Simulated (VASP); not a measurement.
All values below come from PBE GGA with D3 dispersion (zero damping), VASP's PBE PAW potentials (set 64) (plane waves; VASP).

VASP input:

File POSCAR:
```
Pd
1.0
  0.0000000000   1.9450000000   1.9450000000
  1.9450000000   0.0000000000   1.9450000000
  1.9450000000   1.9450000000   0.0000000000
Pd
1
Direct
  0.0000000000   0.0000000000   0.0000000000
```

### INCAR
```
SYSTEM = Pd
PREC = Accurate; ENCUT = 520; LREAL = .FALSE.
LASPH = .TRUE.
EDIFF = 1E-6; NELM = 100; ALGO = Normal
LMAXMIX = 4
ISMEAR = 1; SIGMA = 0.1
GGA = PE; IVDW = 11
IBRION = 2; NSW = 60; ISIF = 3
EDIFFG = -0.01
LWAVE = .FALSE.; LCHARG = .FALSE.
```

### KPOINTS
```
Automatic mesh
0
Gamma
14 14 14
0 0 0
```

POTCAR, in this order: Pd (PBE.64 set). Program: vasp_std.

What VASP printed:

### OSZICAR
```
       N       E                     dE             d eps       ncg     rms          rms(c)
DAV:   1     0.394401256602E+02    0.39440E+02   -0.53902E+03  1896   0.105E+03
DAV:   2    -0.511239966863E+01   -0.44553E+02   -0.43233E+02  2011   0.195E+02
DAV:   3    -0.548128080140E+01   -0.36888E+00   -0.36656E+00  2232   0.209E+01
DAV:   4    -0.548294042139E+01   -0.16596E-02   -0.16595E-02  2196   0.131E+00
DAV:   5    -0.548296004948E+01   -0.19628E-04   -0.19630E-04  2199   0.120E-01    0.782E+00
DAV:   6    -0.520792247022E+01    0.27504E+00   -0.12215E+00  1916   0.106E+01    0.387E+00
DAV:   7    -0.519703631534E+01    0.10886E-01   -0.65558E-03  2089   0.775E-01    0.205E+00
DAV:   8    -0.519305021243E+01    0.39861E-02   -0.11236E-03  2013   0.293E-01    0.519E-02
DAV:   9    -0.519305054821E+01   -0.33578E-06   -0.14779E-05  2398   0.402E-02    0.149E-02
DAV:  10    -0.519305448420E+01   -0.39360E-05   -0.20219E-06  2117   0.156E-02    0.376E-03
DAV:  11    -0.519305419957E+01    0.28463E-06   -0.13344E-08  1013   0.137E-03
   1 F= -.57824787E+01 E0= -.57819135E+01  d E =-.578248E+01
       N       E                     dE             d eps       ncg     rms          rms(c)
DAV:   1    -0.519467372955E+01   -0.16192E-02   -0.13350E-01  1900   0.415E+00    0.583E-01
DAV:   2    -0.518756365610E+01    0.71101E-02   -0.36114E-02  1890   0.177E+00    0.144E-01
DAV:   3    -0.518756770347E+01   -0.40474E-05   -0.86223E-05  2067   0.904E-02    0.866E-02
DAV:   4    -0.518759148404E+01   -0.23781E-04   -0.80808E-05  2114   0.786E-02    0.613E-03
DAV:   5    -0.518759136194E+01    0.12210E-06   -0.52016E-07  1937   0.688E-03
   2 F= -.57823824E+01 E0= -.57818216E+01  d E =0.963488E-04
       N       E                     dE             d eps       ncg     rms          rms(c)
DAV:   1    -0.519361039941E+01   -0.60189E-02   -0.49098E-02  1899   0.252E+00    0.346E-01
DAV:   2    -0.519103145115E+01    0.25789E-02   -0.13071E-02  1891   0.105E+00    0.906E-02
DAV:   3    -0.519102359523E+01    0.78559E-05   -0.40287E-05  2079   0.547E-02    0.549E-02
DAV:   4    -0.519102305555E+01    0.53968E-06   -0.29021E-05  2121   0.478E-02    0.346E-03
DAV:   5    -0.519102341278E+01   -0.35722E-06   -0.26189E-07  1507   0.461E-03
   3 F= -.57825538E+01 E0= -.57819903E+01  d E =-.750975E-04
```

OUTCAR:
```
------------------------ aborting loop because EDIFF is reached ----------------------------------------
 Edisp (eV)   -0.59153
  FORCE on cell =-STRESS in cart. coord.  units (eV):
  Direction    XX          YY          ZZ          XY          YZ          ZX
  --------------------------------------------------------------------------------------
  Total       0.00064     0.00064     0.00064     0.00000     0.00000     0.00000
  in kB       0.07033     0.07033     0.07033     0.00000     0.00000     0.00000
  external pressure =        0.07 kB  Pullay stress =        0.00 kB
  volume of cell :       14.67
      direct lattice vectors                 reciprocal lattice vectors
    -0.000000000  1.943130577  1.943130577    -0.257316727  0.257316727  0.257316727
     1.943130577  0.000000000  1.943130577     0.257316727 -0.257316727  0.257316727
     1.943130577  1.943130577  0.000000000     0.257316727  0.257316727 -0.257316727
 POSITION                                       TOTAL-FORCE (eV/Angst)
 -----------------------------------------------------------------------------------
      0.00000      0.00000      0.00000         0.000000     -0.000000      0.000000
 -----------------------------------------------------------------------------------
    total drift:                                0.000000     -0.000000     -0.000000
  FREE ENERGIE OF THE ION-ELECTRON SYSTEM (eV)
  ---------------------------------------------------
  free  energy   TOTEN  =        -5.7825538026 eV

  energy  without entropy=       -5.7808631881  energy(sigma->0) =       -5.78199026

 reached required accuracy - stopping structural energy minimisation
```
(Selected blocks of OUTCAR.)

### CONTCAR
```
Pd
   1.00000000000000
    -0.0000000000000000    1.9431305766774372    1.9431305766774372
     1.9431305766774372    0.0000000000000000    1.9431305766774372
     1.9431305766774372    1.9431305766774372    0.0000000000000000
  Pd
     1
Direct
     0.0000000000000000    0.0000000000000000    0.0000000000000000
```

File OUTCAR:
```
 val. band max:        9.8649304443   @ k =   0.4286   0.2143   0.0000

 cond. band min:       9.8811777279   @ k =   0.3571   0.2143   0.0714


 Fermi energy:         9.8696030391

 k-point     1 :       0.0000    0.0000    0.0000
  band No.  band energies     occupation
      1       2.6914      2.00000
      2       7.0112      2.00000
      3       7.0112      2.00000
      4       7.0112      2.00000
      5       8.6370      2.00000
      6       8.6370      2.00000
      7      27.0655      0.00000
      8      31.8744      0.00000
      9      31.8744      0.00000

 k-point     2 :       0.0714    0.0000    0.0000
  band No.  band energies     occupation
      1       2.8771      2.00000
      2       6.9458      2.00000
      3       7.0753      2.00000
      4       7.0753      2.00000
      5       8.6067      2.00000
      6       8.6067      2.00000
      7      27.2606      0.00000
      8      30.7079      0.00000
      9      32.0896      0.00000

 k-point     3 :       0.1429    0.0000    0.0000
  band No.  band energies     occupation
      1       3.3971      2.00000
      2       6.8075      2.00000
      3       7.2237      2.00000
      4       7.2237      2.00000
      5       8.5646      2.00000
      6       8.5646      2.00000
      7      27.4945      0.00000
      8      28.7260      0.00000
      9      32.6760      0.00000

 k-point     4 :       0.2143    0.0000    0.0000
  band No.  band energies     occupation
      1       4.0890      2.00000
      2       6.8036      2.00000
      3       7.3188      2.00000
      4       7.3188      2.00000
      5       8.6548      2.00000
      6       8.6548      2.00000
      7      25.7170      0.00000
      8      28.2768      0.00000
      9      33.3960      0.00000

 k-point     5 :       0.2857    0.0000    0.0000
  band No.  band energies     occupation
      1       4.5638      2.00000
      2       7.2583      2.00000
      3       7.2583      2.00000
...
```

The compound is Pd in the fcc structure. This run relaxes it. Symmetry was kept, so distortions that lower it aren't found.
